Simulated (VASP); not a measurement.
```xyz
2
Lattice="0.0000 3.2376 3.2376 3.2376 0.0000 3.2376 3.2376 3.2376 0.0000" Properties=species:S:1:pos:R:3 pbc="T T T"
Ba     0.0000     0.0000     0.0000
Te     3.2376     3.2376     3.2376
```

These are LDA (Ceperley-Alder, Perdew-Zunger), VASP's LDA PAW potentials (set 64) (plane waves; VASP 6.6.1) values and carry that method's errors. Numerical set-up: 500 eV cut-off, 7×7×7 Γ-centred mesh, Gaussian smearing of 0.050 eV, potentials Ba_sv Te.

**Question.** Predict the energy per atom (σ→0), pressure.

**Answer.** 
* **energy per atom (σ→0)**: -4.620 eV/atom
* **pressure**: 10.00 GPa

The compound is BaTe in the rock salt structure. It was relaxed first under an external pressure of 10 GPa.
